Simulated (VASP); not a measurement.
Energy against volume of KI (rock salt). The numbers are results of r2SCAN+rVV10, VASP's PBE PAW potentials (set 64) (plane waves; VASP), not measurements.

```
V (Å³/atom)  E (eV/atom)
-----------  -----------
40.541         -16.71128
41.834         -16.71733
43.128         -16.71934
44.422         -16.71794
45.716         -16.71370
```

**Question.** Fit a third-order Birch-Murnaghan equation of state.

**Answer.** 
- volume per atom = 43.21 Å³/atom
- bulk modulus = 13.9 GPa
- pressure derivative of the bulk modulus = 4.83
- lattice constant a = 7.018 Å

The compound is KI in the rock salt structure. It was relaxed first.
